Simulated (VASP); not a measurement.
# I on the Zr site in a supercell of ZrS

Wanted: what I on the Zr site costs in ZrS and how the lattice relaxes round it. The start is a cell from a database of measured crystal structures.

Calculated with VASP 6.6.1; PBEsol; plane waves and PAW (Zr_sv, S), in the first sound run; inputs show where later runs differ.

The database entry behind the starting cell differs from later determinations by our own check (an axis about 1.9 % long against later determinations), so it need not match the best structure at ambient conditions.

## Step 1: The host crystal

The structure is cubic, space group Fm-3m (No. 225). Conventional cell: a = 5.250 Å, b = 5.250 Å, c = 5.250 Å, α = 90.00°, β = 90.00°, γ = 90.00°. Zr has 6 S at 2.62 Å nearest. Nearest to S lie 6 Zr at 2.62 Å. Farther neighbours and most contacts between anions are not listed.

## Step 2: The host at zero pressure

First cell and atoms are relaxed at a raised cutoff, so that later runs start from this functional's own cell.

INCAR

```
SYSTEM = ZrS
PREC = Accurate
ENCUT = 350
EDIFF = 1E-06
NELM = 120
ISMEAR = 0
SIGMA = 0.05
LREAL = .FALSE.
ALGO = Normal
GGA = PS
NBANDS = 15
LORBIT = 11
LWAVE = .FALSE.
LCHARG = .FALSE.
KPAR = 4
IBRION = 2
NSW = 40
ISIF = 3
EDIFFG = -0.02
POTIM = 0.4
```

POSCAR

```
ZrS
1.0
    0.0000000000      2.6250000000      2.6250000000
    2.6250000000      0.0000000000      2.6250000000
    2.6250000000      2.6250000000      0.0000000000
Zr S
1 1
Direct
    0.0000000000      0.0000000000      0.0000000000
    0.5000000000      0.5000000000      0.5000000000
```

KPOINTS

```
Automatic mesh
0
Gamma
6 6 6
0 0 0
```

The projector-augmented-wave data sets are Zr_sv and S (PBE family, release 64).

Run with:

```sh
$ mpirun -np 4 vasp_std
```

What it wrote:

```text
[banner, memory and clock lines left out]
running    4 mpi-ranks, on    1 nodes
 distrk:  each k-point on    1 cores,    4 groups
 distr:  one band on    1 cores,    1 groups

 POSCAR found type information on POSCAR ZrS
 POSCAR found :  2 types and       2 ions
|                                                                             |
|               ----> ADVICE to this user running VASP <----                  |
|                                                                             |
|     You enforced a specific xc type in the INCAR file but a different       |
|     [... a line on the potential file left out ...]
|     I HOPE YOU KNOW WHAT YOU ARE DOING!                                     |
|                                                                             |

 LDA part: xc-table for (Slater+PW92), standard interpolation
 POSCAR, INCAR and KPOINTS ok, starting setup
 FFT: planning ... GRIDC
 FFT: planning ... GRID_SOFT
 FFT: planning ... GRID
 WAVECAR not read
 entering main loop
       N       E                     dE             d eps       ncg     rms          rms(c)
DAV:   1     0.916877265415E+02    0.91688E+02   -0.74886E+03   480   0.864E+02
DAV:   2    -0.135352384333E+02   -0.10522E+03   -0.10028E+03   634   0.249E+02
DAV:   3    -0.172536095660E+02   -0.37184E+01   -0.36984E+01   693   0.422E+01
DAV:   4    -0.173680928952E+02   -0.11448E+00   -0.11447E+00   653   0.662E+00
DAV:   5    -0.173699342774E+02   -0.18414E-02   -0.18413E-02   672   0.755E-01    0.153E+01
DAV:   6    -0.164819794406E+02    0.88795E+00   -0.19589E+00   565   0.100E+01    0.697E+00
DAV:   7    -0.164403257984E+02    0.41654E-01   -0.21795E-01   663   0.310E+00    0.266E+00
DAV:   8    -0.164341362073E+02    0.61896E-02   -0.27149E-02   557   0.115E+00    0.359E-01
DAV:   9    -0.164338265362E+02    0.30967E-03   -0.56193E-03   599   0.469E-01    0.151E-01
DAV:  10    -0.164335272944E+02    0.29924E-03   -0.74358E-04   564   0.247E-01    0.625E-02
DAV:  11    -0.164335072536E+02    0.20041E-04   -0.11394E-04   606   0.693E-02    0.380E-02
DAV:  12    -0.164335068500E+02    0.40361E-06   -0.69252E-06   655   0.167E-02
   1 F= -.16433507E+02 E0= -.16431073E+02  d E =-.164335E+02
 curvature:   0.00 expect dE= 0.000E+00 dE for cont linesearch  0.000E+00
 trial: gam= 0.00000 g(F)=  0.212E-63 g(S)=  0.114E+00 ort = 0.000E+00 (trialstep = 0.100E+01)
 search vector abs. value=  0.114E+00
 bond charge predicted
       N       E                     dE             d eps       ncg     rms          rms(c)
DAV:   1    -0.172782227509E+02   -0.84472E+00   -0.24121E+01   578   0.453E+01    0.109E+01
DAV:   2    -0.165436506721E+02    0.73457E+00   -0.15655E+00   545   0.122E+01    0.291E+00
DAV:   3    -0.164208332252E+02    0.12282E+00   -0.79223E-01   714   0.623E+00    0.166E+00
DAV:   4    -0.164357771553E+02   -0.14944E-01   -0.20332E-02   627   0.118E+00    0.725E-01
DAV:   5    -0.164431507861E+02   -0.73736E-02   -0.14310E-02   722   0.682E-01    0.409E-01
DAV:   6    -0.164450396288E+02   -0.18888E-02   -0.27291E-03   790   0.297E-01    0.550E-02
DAV:   7    -0.164450260803E+02    0.13549E-04   -0.64456E-05   508   0.624E-02    0.424E-02
DAV:   8    -0.164450039810E+02    0.22099E-04   -0.53778E-05   675   0.505E-02    0.587E-03
DAV:   9    -0.164450041325E+02   -0.15156E-06   -0.20034E-06   464   0.112E-02
   2 F= -.16445004E+02 E0= -.16442536E+02  d E =-.114973E-01
 trial-energy change:   -0.011497  1 .order   -0.007516   -0.114061    0.099030
 step:   0.5629(harm=  0.5353)  dis= 0.00000  next Energy=   -16.466317 (dE=-0.328E-01)
 bond charge predicted
       N       E                     dE             d eps       ncg     rms          rms(c)
DAV:   1    -0.166210044238E+02   -0.17600E+00   -0.45164E+00   606   0.201E+01    0.447E+00
DAV:   2    -0.164866734984E+02    0.13433E+00   -0.37731E-01   585   0.584E+00    0.130E+00
DAV:   3    -0.164622876198E+02    0.24386E-01   -0.12498E-01   757   0.250E+00    0.559E-01
DAV:   4    -0.164648218745E+02   -0.25343E-02   -0.30590E-03   682   0.386E-01    0.304E-01
DAV:   5    -0.164665867830E+02   -0.17649E-02   -0.33310E-03   707   0.293E-01    0.114E-01
DAV:   6    -0.164667035060E+02   -0.11672E-03   -0.18924E-04   751   0.892E-02    0.269E-02
DAV:   7    -0.164666973772E+02    0.61288E-05   -0.10165E-05   566   0.266E-02    0.117E-02
DAV:   8    -0.164666959804E+02    0.13968E-05   -0.51268E-06   665   0.143E-02    0.409E-03
DAV:   9    -0.164666959213E+02    0.59087E-07   -0.87491E-08   268   0.241E-03
   3 F= -.16466696E+02 E0= -.16464244E+02  d E =-.331891E-01
 curvature:  -0.27 expect dE=-0.336E-06 dE for cont linesearch -0.336E-06
 trial: gam=-0.00331 g(F)=  0.267E-59 g(S)=  0.126E-05 ort = 0.379E-03 (trialstep = 0.913E+00)
 search vector abs. value=  0.114E-09
 reached required accuracy - stopping structural energy minimisation
```

Elapsed: 2.8 s, on 4 MPI ranks of Intel Xeon 6975P-C (Granite Rapids), shared host; peak memory 0.53 GiB; 8.9 s of CPU time.

The logs omit lines about the potential files and the build; timing stands in the text.

OUTCAR, selected parts (step 2):

```text
ion  position               nearest neighbor table
   1  0.000  0.000  0.000-   2 2.62   2 2.62   2 2.62   2 2.62   2 2.62   2 2.62
   2  0.500  0.500  0.500-   1 2.62   1 2.62   1 2.62   1 2.62   1 2.62   1 2.62

  LATTYP: Found a face centered cubic cell.
 ALAT       =     5.2500000000

 Subroutine GETGRP returns: Found 48 space group operations
 (whereof 48 operations were pure point group operations)

The static configuration has the point symmetry O_h .

 Found     16 irreducible k-points:

   k-points           NKPTS =     16   k-points in BZ     NKDIM =     16   number of bands    NBANDS=     15

   dimension x,y,z NGX =    24 NGY =   24 NGZ =   24
   dimension x,y,z NGXF=    48 NGYF=   48 NGZF=   48

   ENCUT  =  350.0 eV  25.72 Ry    5.07 a.u.   5.66  5.66  5.66*2*pi/ulx,y,z

   NELECT =      18.0000    total number of electrons

 k-points in reciprocal lattice and weights: Automatic mesh
   0.00000000  0.00000000  0.00000000       0.005
   0.16666667  0.00000000  0.00000000       0.037
   0.33333333  0.00000000  0.00000000       0.037
   0.50000000  0.00000000  0.00000000       0.019
   0.16666667  0.16666667  0.00000000       0.028
   0.33333333  0.16666667  0.00000000       0.111
   0.50000000  0.16666667  0.00000000       0.111
  -0.33333333  0.16666667  0.00000000       0.111
  -0.16666667  0.16666667  0.00000000       0.056
[...]
-0.33333333  0.33333333  0.16666667       0.111
  -0.33333333  0.50000000  0.16666667       0.056

 average (electrostatic) potential at core
       1 -73.2786       2 -82.2694

 E-fermi :  11.2890

 k-point     1 :       0.0000    0.0000    0.0000
  band No.  band energies     occupation
    ...
      9       9.7082      2.00000
     10       9.7082      2.00000
     11       9.7082      2.00000
     12      10.4269      2.00000
     13      10.4269      2.00000
     14      13.3814      0.00000
     15      18.3168      0.00000

 k-point     2 :       0.1667    0.0000    0.0000
  band No.  band energies     occupation
    ...
      7       6.5835      2.00000
      8       6.5835      2.00000
      9      10.2740      2.00000
     10      10.2768      2.00000
     11      10.2768      2.00000
     12      12.0850      0.00000
     13      12.0850      0.00000
     14      14.7709      0.00000
     15      19.3315      0.00000

 k-point     3 :       0.3333    0.0000    0.0000
  band No.  band energies     occupation
    ...
      5      -3.6168      2.00000
      6       3.8729      2.00000
      7       5.4440      2.00000
      8       5.4440      2.00000
      9      11.2387      1.84555
     10      11.6393      0.00000
     11      11.6393      0.00000
     12      14.9374      0.00000
     13      14.9374      0.00000
     14      15.4520      0.00000
    ...

  Total       -0.0046678     -0.0046678     -0.0046678      0.0000000     -0.0000000      0.0000000
  in kB       -0.2164805     -0.2164805     -0.2164805      0.0000000     -0.0000000      0.0000000
  external PRESSURE =      -0.2164805 kB  Pullay stress =       0.0000000 kB

  energy-cutoff  :      350.00
  volume of cell :       34.55
      direct lattice vectors                 reciprocal lattice vectors
     0.000000000  2.584979777  2.584979777    -0.193425111  0.193425111  0.193425111
     2.584979777  0.000000000  2.584979777     0.193425111 -0.193425111  0.193425111
     2.584979777  2.584979777 -0.000000000     0.193425111  0.193425111 -0.193425111

 POSITION                                       TOTAL-FORCE (eV/Angst)
 -----------------------------------------------------------------------------------
      0.00000      0.00000      0.00000         0.000000     -0.000000     -0.000000
      2.58498      2.58498      2.58498        -0.000000      0.000000      0.000000
 -----------------------------------------------------------------------------------
    total drift:                                0.000000     -0.000000     -0.000000

  FREE ENERGIE OF THE ION-ELECTRON SYSTEM (eV)
  ---------------------------------------------------
  free  energy   TOTEN  =       -16.4666959213 eV

  energy  without entropy=      -16.4617913431  energy(sigma->0) =      -16.46424363

 reached required accuracy - stopping structural energy minimisation

 total charge
# of ion       s       p       d       tot
------------------------------------------
    1        2.132   5.971   1.757   9.859
    2        1.305   2.458   0.000   3.762
--------------------------------------------------
tot          3.436   8.429   1.757  13.622

[... 3 further parts left out ...]
```

The k-mesh is coarse for a metal. The PAW data sets were made with PBE, which is usual practice but a small mismatch for other functionals. The run keeps the 48 symmetry operations of its start, so it cannot find a distortion of lower symmetry.

The steps of the relaxation:

```
step  energy less that of the first step (eV)  largest force (eV/Å)  pressure (GPa)  volume (Å³)
   1                                   0.0000                0.0000           -6.22        36.18
   2                                  -0.0115                0.0000            5.86        33.32
   3                                  -0.0332                0.0000           -0.02        34.55
```

```
conventional cell, symmetrised  before  after  change
                         a (Å)   5.250  5.170  -1.5 %
                         b (Å)   5.250  5.170  -1.5 %
                         c (Å)   5.250  5.170  -1.5 %
              volume (Å³/atom)   18.09  17.27  -4.5 %
```

Final coordinates:

```xyz
2
Lattice="0.0000 2.5850 2.5850 2.5850 0.0000 2.5850 2.5850 2.5850 0.0000" Properties=species:S:1:pos:R:3 pbc="T T T"
Zr    0.0000    0.0000    0.0000
S     2.5850    2.5850    2.5850
```

This step gave:

| Quantity | Value |
| --- | --- |
| electronic cycles | 30 |
| electrons | 18 |
| free energy (TOTEN) | -16.47 eV |
| energy at zero smearing | -16.46 eV |
| Fermi energy | 11.29 eV |
| labelled metallic, from the levels on this mesh | yes |

The run ended after 3 ionic steps, 0.033 eV below its first step, once forces and stress met EDIFFG = -0.02.

[end of part 1 of 5]

[Lines on the potential files, build, host, timing and source positions are cut from VASP's logs without a mark.]

[Logs are printed without paths, hosts, clocks, repeated set-up lines and the standing remarks that a program may print on its own settings, such as how far it seeks lower states.]

[Hosts, paths, dates, database ids (printed as entryN), source tags and the programs' standing remarks are cut or masked in the printed files.]

[In band tables of VASP the shares of atoms and orbitals are scaled to a sum of 1 inside the atoms' spheres.]

[Runs that stopped without an error message from VASP are left out.]
